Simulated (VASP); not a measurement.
## Co2Cl with TPSS + D3(BJ): from relaxation to properties

Wanted: the relaxed cell of Co2Cl and its properties. The steps: rough relaxation of the start cell, relaxing cell and atoms (TPSS + D3(BJ)), single point with fields (TPSS + D3(BJ)), bands along the symmetry lines (TPSS + D3(BJ)), total and projected DOS (TPSS + D3(BJ)) and band structure (TB-mBJ). The cell is invented: other elements were put on sites of a known structure type. It may not be a known or stable phase. Left out of this account: 3 further runs (self-consistent run: a volume scan without its fit; self-consistent run: a spoilt try).

Calculated with VASP 6.6.1; TPSS with D3(BJ), spin-polarised from an antiferromagnetic start; plane waves and PAW (Co, Cl).

**1. The starting structure**

Before any relaxation, the start is as follows. The structure is tetragonal, space group P4/mmm (No. 123). Conventional cell: a = 2.839 Å, b = 2.839 Å, c = 5.410 Å, α = 90.00°, β = 90.00°, γ = 90.00°. Co has 1 Co at 2.47 Å and 4 Cl at 2.49 Å nearest. Nearest to Cl lie 8 Co at 2.49 Å. Farther neighbours and most contacts between anions are not listed.

Coordinates:

```
Co Cl
1.0
     2.83946    0.00000    0.00000
     0.00000    2.83946    0.00000
     0.00000    0.00000    5.40981
Co Cl
2 1
Direct
  0.50000 0.50000 0.72860
  0.50000 0.50000 0.27140
  0.00000 0.00000 0.00000
```

**2. Rough relaxation of the start cell**

The start is only an estimate, so a cheap relaxation brings it near a minimum before any careful run. TPSS is an older meta-GGA. A dispersion term adds the long-range attraction that semilocal functionals lack. D3 with Becke-Johnson damping keeps a finite attraction at short range.

Input file INCAR:

```
SYSTEM = Co2Cl
PREC = Normal
ENCUT = 400
EDIFF = 1E-05
NELM = 60
ISMEAR = -1
SIGMA = 0.05
LREAL = .FALSE.
ALGO = Normal
METAGGA = TPSS
IVDW = 12
LASPH = .TRUE.
NBANDS = 20
ISPIN = 2
MAGMOM = 2 -2 0
LMAXMIX = 4
LORBIT = 11
LWAVE = .FALSE.
LCHARG = .FALSE.
IBRION = 2
NSW = 40
ISIF = 3
EDIFFG = -0.04
```

Input file POSCAR:

```
Co2Cl
1.0
    2.8394648900      0.0000000000      0.0000000000
    0.0000000000      2.8394648900      0.0000000000
    0.0000000000      0.0000000000      5.4098071800
Co Cl
2 1
Direct
    0.5000000000      0.5000000000      0.7286017500
    0.5000000000      0.5000000000      0.2713982500
    0.0000000000      0.0000000000      0.0000000000
```

Input file KPOINTS:

```
Automatic mesh
0
Gamma
6 6 3
0 0 0
```

PAW data sets: Co and Cl (PBE family, release 64).

Started as:

```
> mpirun -np 1 vasp_std
```

The program printed:

```text
[banner, memory and clock lines left out]
running    1 mpi-ranks, on    1 nodes
 distrk:  each k-point on    1 cores,    1 groups
 distr:  one band on    1 cores,    1 groups

 POSCAR found type information on POSCAR CoCl
 POSCAR found :  2 types and       3 ions
|                                                                             |
|               ----> ADVICE to this user running VASP <----                  |
|                                                                             |
|     You enforced a specific xc type in the INCAR file but a different       |
|     [... a line on the potential file left out ...]
|     I HOPE YOU KNOW WHAT YOU ARE DOING!                                     |
|                                                                             |

 LDA part: xc-table for (None), standard interpolation
 POSCAR, INCAR and KPOINTS ok, starting setup
 FFT: planning ... GRIDC
 FFT: planning ... GRID_SOFT
 FFT: planning ... GRID
 WAVECAR not read
 entering main loop
       N       E                     dE             d eps       ncg     rms          rms(c)
DAV:   1     0.138207705181E+03    0.13821E+03   -0.98950E+03  1600   0.125E+03
DAV:   2    -0.165570659866E+02   -0.15476E+03   -0.14691E+03  1656   0.304E+02
DAV:   3    -0.306230498446E+02   -0.14066E+02   -0.13529E+02  1920   0.105E+02
DAV:   4    -0.310832842943E+02   -0.46023E+00   -0.45701E+00  1856   0.179E+01
DAV:   5    -0.310975467494E+02   -0.14262E-01   -0.14252E-01  2124   0.321E+00    0.214E+01
DAV:   6    -0.359384048774E+02   -0.48409E+01   -0.53163E+01  1848   0.999E+01    0.178E+01
DAV:   7    -0.338623160148E+02    0.20761E+01   -0.15953E+01  1836   0.551E+01    0.701E+00
DAV:   8    -0.339319901883E+02   -0.69674E-01   -0.64735E-01  1892   0.641E+00    0.500E+00
DAV:   9    -0.339253961794E+02    0.65940E-02   -0.12388E-01  2384   0.366E+00    0.185E+00
DAV:  10    -0.339314436849E+02   -0.60475E-02   -0.36735E-02  2240   0.157E+00    0.561E-01
DAV:  11    -0.339293474325E+02    0.20963E-02   -0.51840E-03  2228   0.862E-01    0.313E-01
DAV:  12    -0.339301456001E+02   -0.79817E-03   -0.21490E-03  2068   0.439E-01    0.175E-01
DAV:  13    -0.339306392540E+02   -0.49365E-03   -0.14557E-03  2372   0.328E-01    0.976E-02
DAV:  14    -0.339306291652E+02    0.10089E-04   -0.18033E-04  2312   0.180E-01    0.698E-02
DAV:  15    -0.339306241144E+02    0.50508E-05   -0.62192E-05  1336   0.915E-02
   1 F= -.35459069E+02 E0= -.35437482E+02  d E =-.354591E+02  mag=    -0.0000
 curvature:   0.00 expect dE= 0.000E+00 dE for cont linesearch  0.000E+00
 trial: gam= 0.00000 g(F)=  0.824E-01 g(S)=  0.864E-01 ort = 0.000E+00 (trialstep = 0.100E+01)
 search vector abs. value=  0.169E+00
 bond charge predicted
       N       E                     dE             d eps       ncg     rms          rms(c)
DAV:   1    -0.349406101797E+02   -0.10100E+01   -0.31941E+01  1776   0.520E+01    0.919E+00
DAV:   2    -0.346394957415E+02    0.30111E+00   -0.12956E+01  1768   0.499E+01    0.839E+00
DAV:   3    -0.339397760035E+02    0.69972E+00   -0.40336E+00  1792   0.312E+01    0.227E+00
DAV:   4    -0.339509522504E+02   -0.11176E-01   -0.22180E-01  1680   0.301E+00    0.153E+00
DAV:   5    -0.339420908978E+02    0.88614E-02   -0.94078E-03  2228   0.127E+00    0.118E+00
DAV:   6    -0.339395962424E+02    0.24947E-02   -0.23813E-03  2308   0.406E-01    0.751E-01
DAV:   7    -0.339378142072E+02    0.17820E-02   -0.29310E-03  2284   0.654E-01    0.148E-01
DAV:   8    -0.339378619489E+02   -0.47742E-04   -0.48425E-04  2064   0.169E-01    0.723E-02
DAV:   9    -0.339378530735E+02    0.88753E-05   -0.17826E-05  1120   0.679E-02
   2 F= -.35344682E+02 E0= -.35321429E+02  d E =0.114387E+00  mag=    -0.0000
[... from here on, the cycles between the ionic steps are left out ...]
   3 F= -.35347437E+02 E0= -.35324467E+02  d E =0.111632E+00  mag=     0.0000
   4 F= -.35354209E+02 E0= -.35330955E+02  d E =-.677195E-02  mag=     0.0000
   5 F= -.35371037E+02 E0= -.35348711E+02  d E =-.235999E-01  mag=     0.0000
   6 F= -.35441514E+02 E0= -.35421306E+02  d E =-.940769E-01  mag=     0.0000
   7 F= -.35387917E+02 E0= -.35366542E+02  d E =-.404799E-01  mag=     0.0000
   8 F= -.35484165E+02 E0= -.35462342E+02  d E =-.136728E+00  mag=     0.0000
   9 F= -.35556550E+02 E0= -.35535434E+02  d E =-.209113E+00  mag=    -0.0000
  10 F= -.35567422E+02 E0= -.35546787E+02  d E =-.219985E+00  mag=     0.0000
  11 F= -.35567049E+02 E0= -.35546191E+02  d E =-.219611E+00  mag=    -0.0000
  12 F= -.35568848E+02 E0= -.35548058E+02  d E =-.221411E+00  mag=    -0.0000
  13 F= -.35569264E+02 E0= -.35548533E+02  d E =-.221826E+00  mag=     0.0000
  14 F= -.35572772E+02 E0= -.35551839E+02  d E =-.350855E-02  mag=    -0.0000
  15 F= -.35573786E+02 E0= -.35552961E+02  d E =-.452262E-02  mag=     0.0000
  16 F= -.35574991E+02 E0= -.35554193E+02  d E =-.120468E-02  mag=     0.0000
  17 F= -.35578231E+02 E0= -.35557528E+02  d E =-.444454E-02  mag=    -0.0000
  18 F= -.35583089E+02 E0= -.35562589E+02  d E =-.930267E-02  mag=     0.0000
  19 F= -.35586708E+02 E0= -.35566524E+02  d E =-.129217E-01  mag=     0.0000
  20 F= -.35588454E+02 E0= -.35568254E+02  d E =-.174595E-02  mag=     0.0000
  21 F= -.35588776E+02 E0= -.35568580E+02  d E =-.206826E-02  mag=    -0.0000
  22 F= -.35588972E+02 E0= -.35568777E+02  d E =-.195648E-03  mag=     0.0000
  23 F= -.35589534E+02 E0= -.35569313E+02  d E =-.757320E-03  mag=     0.0000
  24 F= -.35590536E+02 E0= -.35570268E+02  d E =-.176001E-02  mag=    -0.0000
  25 F= -.35592069E+02 E0= -.35571683E+02  d E =-.329273E-02  mag=     0.0000
  26 F= -.35593238E+02 E0= -.35572616E+02  d E =-.446154E-02  mag=     0.0000
  27 F= -.35593557E+02 E0= -.35572936E+02  d E =-.319118E-03  mag=    -0.0000
 trial-energy change:   -0.000319  1 .order   -0.000331   -0.000518   -0.000144
 step:   0.0481(harm=  0.0481)  dis= 0.00074  next Energy=   -35.593596 (dE=-0.358E-03)
 bond charge predicted
       N       E                     dE             d eps       ncg     rms          rms(c)
DAV:   1    -0.340233120263E+02   -0.42728E-03   -0.14353E-03  1792   0.368E-01    0.608E-02
DAV:   2    -0.340232862587E+02    0.25768E-04   -0.40652E-04  1792   0.259E-01    0.415E-02
DAV:   3    -0.340232677718E+02    0.18487E-04   -0.10167E-04  1840   0.162E-01    0.196E-02
DAV:   4    -0.340232645645E+02    0.32073E-05   -0.84970E-06   840   0.246E-02
  28 F= -.35593586E+02 E0= -.35572963E+02  d E =-.348089E-03  mag=    -0.0000
 curvature:  -0.10 expect dE=-0.199E-04 dE for cont linesearch -0.307E-05
 trial: gam=-0.07847 g(F)=  0.389E-04 g(S)=  0.153E-03 ort = 0.138E-02 (trialstep = 0.374E-01)
 search vector abs. value=  0.371E-03
 reached required accuracy - stopping structural energy minimisation
```

The job ended after 15 min (1 MPI rank of Intel Xeon Platinum 8488C (Sapphire Rapids), shared host; peak memory 0.15 GiB).

The logs omit lines about the potential files and the build; timing stands in the text.

Parts of OUTCAR (step 2):

```text
ion  position               nearest neighbor table
   1  0.500  0.500  0.729-   2 2.47   3 2.49   3 2.49   3 2.49   3 2.49   2 2.94
   2  0.500  0.500  0.271-   1 2.47   3 2.49   3 2.49   3 2.49   3 2.49   1 2.94
   3  0.000  0.000  0.000-   1 2.49   2 2.49   1 2.49   2 2.49   1 2.49   2 2.49   1 2.49   2 2.49

  LATTYP: Found a simple tetragonal cell.
 ALAT       =     2.8394648900
 C/A-ratio  =     1.9052206629

 Subroutine GETGRP returns: Found 16 space group operations
 (whereof 16 operations were pure point group operations)

The static configuration has the point symmetry D_4h.

 Found     20 irreducible k-points:

   k-points           NKPTS =     20   k-points in BZ     NKDIM =     20   number of bands    NBANDS=     20

   dimension x,y,z NGX =    14 NGY =   14 NGZ =   28
   dimension x,y,z NGXF=    28 NGYF=   28 NGZF=   56

   ENCUT  =  400.0 eV  29.40 Ry    5.42 a.u.   4.63  4.63  8.82*2*pi/ulx,y,z

   NELECT =      25.0000    total number of electrons

 k-points in reciprocal lattice and weights: Automatic mesh
   0.00000000  0.00000000  0.00000000       0.009
   0.16666667  0.00000000  0.00000000       0.037
   0.33333333  0.00000000  0.00000000       0.037
   0.50000000  0.00000000  0.00000000       0.019
   0.16666667  0.16666667  0.00000000       0.037
   0.33333333  0.16666667  0.00000000       0.074
   0.50000000  0.16666667  0.00000000       0.037
   0.33333333  0.33333333  0.00000000       0.037
   0.50000000  0.33333333  0.00000000       0.037
[...]
0.50000000  0.33333333  0.33333333       0.074
   0.50000000  0.50000000  0.33333333       0.019

 Edisp (eV)   -1.57067

 average (electrostatic) potential at core
       1 -81.8589       2 -81.8589       3 -90.3648

 E-fermi :   8.3888

 spin component 1
 k-point     1 :       0.0000    0.0000    0.0000
  band No.  band energies     occupation
    ...
      8       6.0601      1.00000
      9       6.2623      1.00000
     10       6.4907      1.00000
     11       6.4907      1.00000
     12       6.8108      1.00000
     13       8.8156      0.00020
     14       8.8156      0.00020
     15       8.9217      0.00002
     16      13.3210      0.00000
     17      13.6933      0.00000
    ...

 k-point     2 :       0.1667    0.0000    0.0000
  band No.  band energies     occupation
    ...
      8       5.8526      1.00000
      9       6.0529      1.00000
     10       6.4630      1.00000
     11       6.5744      1.00000
     12       6.9994      1.00000
     13       8.5640      0.02919
     14       8.7032      0.00185
     15       8.9081      0.00003
     16      13.3790      0.00000
     17      14.5456      0.00000
    ...

 k-point     3 :       0.3333    0.0000    0.0000
  band No.  band energies     occupation
    ...
      8       5.8353      1.00000
      9       5.9026      1.00000
     10       6.6046      1.00000
     11       6.9887      1.00000
     12       7.5569      1.00000
     13       8.4790      0.14120
     14       8.5466      0.04081
     15       8.8223      0.00017
     16      11.9255      0.00000
     17      13.5413      0.00000
    ...

 k-point     4 :       0.5000    0.0000    0.0000
  band No.  band energies     occupation
    ...
      8       5.8310      1.00000
      9       6.1919      1.00000
     10       6.5801      1.00000
     11       7.8696      0.99997
     12       7.9549      0.99983
     13       8.6048      0.01311
     14       8.6491      0.00545
     15       9.6844      0.00000
     16      10.0623      0.00000
     17      10.9132      0.00000
    ...

 k-point     5 :       0.1667    0.1667    0.0000
  band No.  band energies     occupation
    ...
      8       5.9539      1.00000
      9       6.0132      1.00000
     10       6.1736      1.00000
     11       6.8100      1.00000
     12       7.1296      1.00000
     13       8.5828      0.02020
     14       8.6104      0.01174
     15       8.6890      0.00246
     16      13.1074      0.00000
     17      15.7955      0.00000
    ...

 k-point     6 :       0.3333    0.1667    0.0000
  band No.  band energies     occupation
    ...
      9       6.0683      1.00000
     10       6.6025      1.00000
     11       7.1499      1.00000
     12       7.6166      1.00000
     13       8.3774      0.55645
     14       8.5931      0.01651
     15       8.8105      0.00022
     16      12.0398      0.00000
     17      14.2180      0.00000
     18      15.6135      0.00000
    ...

 Edisp (eV)   -1.57032

  Total       0.04916     0.04916     0.06860     0.00000     0.00000     0.00000
  in kB       1.85215     1.85215     2.58462     0.00000     0.00000     0.00000
  external pressure =        2.10 kB  Pullay stress =        0.00 kB

  energy-cutoff  :      400.00
  volume of cell :       42.52
      direct lattice vectors                 reciprocal lattice vectors
     2.746794142  0.000000000  0.000000000     0.364060774  0.000000000 -0.000000000
    -0.000000000  2.746794142  0.000000000    -0.000000000  0.364060774 -0.000000000
     0.000000000  0.000000000  5.635960609    -0.000000000 -0.000000000  0.177432042

 POSITION                                       TOTAL-FORCE (eV/Angst)
 -----------------------------------------------------------------------------------
      1.37340      1.37340      3.97256         0.000000      0.000000      0.020084
      1.37340      1.37340      1.66340        -0.000000     -0.000000     -0.020084
      0.00000      0.00000      0.00000         0.000000     -0.000000      0.000000
 -----------------------------------------------------------------------------------
    total drift:                                0.000000      0.000000     -0.000000

  FREE ENERGIE OF THE ION-ELECTRON SYSTEM (eV)
  ---------------------------------------------------
  free  energy   TOTEN  =       -35.5935859754 eV

  energy  without entropy=      -35.5523393869  energy(sigma->0) =      -35.57296268

 reached required accuracy - stopping structural energy minimisation

 total charge
# of ion       s       p       d       tot
------------------------------------------
    1        0.357   0.286   7.231   7.874
    2        0.357   0.286   7.231   7.874
    3        1.614   3.465   0.000   5.079
--------------------------------------------------
tot          2.327   4.038  14.462  20.827

 magnetization (x)
# of ion       s       p       d       tot
------------------------------------------
    1        0.010   0.007   1.858   1.875
    2       -0.010  -0.007  -1.858  -1.875
    3        0.000   0.000   0.000   0.000
--------------------------------------------------
tot          0.000   0.000   0.000   0.000

[... 1 further part left out ...]
```

The magnetic state follows from one typed start and may not be the lowest. The k-mesh is coarse for a metal. This relaxation is a rough one on cheap settings, only to bring the start near its minimum. The PAW data sets were made with PBE, which is usual practice but a small mismatch for other functionals. The run keeps the 16 symmetry operations of its start, so it cannot find a distortion of lower symmetry.

The steps of the relaxation (22 of 28):

```csv
step,energy less that of the first step (eV),largest force (eV/Å),pressure (GPa),volume (Å³)
1,0.0000,0.9243,-4.78,43.62
2,0.1144,0.3135,-0.10,40.93
4,0.1049,0.1012,0.57,40.59
5,0.0880,0.0126,0.48,41.04
6,0.0176,2.2499,74.34,41.88
7,0.0712,0.9960,-2.09,43.34
9,-0.0975,0.5714,-0.41,42.42
10,-0.1084,0.2186,19.11,42.15
11,-0.1080,0.3820,3.51,42.28
13,-0.1102,0.1201,10.03,42.21
14,-0.1137,0.4911,-1.62,42.58
15,-0.1147,0.4500,-0.18,42.39
16,-0.1159,0.4350,0.22,42.41
18,-0.1240,0.2353,-0.49,42.52
19,-0.1276,0.0015,-0.59,42.68
20,-0.1294,0.0651,1.38,42.59
22,-0.1299,0.1469,3.98,42.53
23,-0.1305,0.1400,3.74,42.53
24,-0.1315,0.1229,3.53,42.52
25,-0.1330,0.0958,2.99,42.50
27,-0.1345,0.0054,0.57,42.51
28,-0.1345,0.0201,0.21,42.52
```

```csv
"conventional cell, symmetrised",before,after,change
a (Å),2.839,2.747,-3.3 %
b (Å),2.839,2.747,-3.3 %
c (Å),5.410,5.636,+4.2 %
volume (Å³/atom),14.54,14.17,-2.5 %
```

The atoms that moved most (Å, as changes of fractional coordinates times the final cell):

```csv
atom,dx,dy,dz,length
Co1,0.000,0.000,-0.134,0.134
Co2,0.000,0.000,0.134,0.134
```

The relaxed structure:

```xyz
3
Lattice="2.7468 0.0000 0.0000 0.0000 2.7468 0.0000 0.0000 0.0000 5.6360" Properties=species:S:1:pos:R:3 pbc="T T T"
Co    1.3734    1.3734    3.9726
Co    1.3734    1.3734    1.6634
Cl    0.0000    0.0000    0.0000
```

Numbers from this step:

```
electrons                       : 25
bands                           : 20
irreducible k-points            : 20
symmetry operations             : 16
free energy (TOTEN)             : -35.59 eV
energy at zero smearing         : -35.57 eV
Fermi energy                    : 8.389 eV
pressure                        : 0.2096 GPa
metallic                        : yes
SCF cycles over all ionic steps : 194
```

Spin moment in the PAW sphere by atom:

```csv
atom,spin moment in the PAW sphere (μB)
Co1,1.88
Co2,-1.88
Cl3,0.00
```

It ends with a largest force of 0.020 eV/Å and a pressure of 0.21 GPa.

(Part 1 of 4 ends here.)

[Lines on the potential files, build, host, timing and source positions are cut from VASP's logs without a mark.]

[Logs are printed without paths, hosts, clocks, repeated set-up lines and the standing remarks that a program may print on its own settings, such as how far it seeks lower states.]

[Hosts, paths, dates, database ids (printed as entryN), source tags and the programs' standing remarks are cut or masked in the printed files.]

[A measured line is paired with the nearest computed mode of its activity, which favours agreement.]
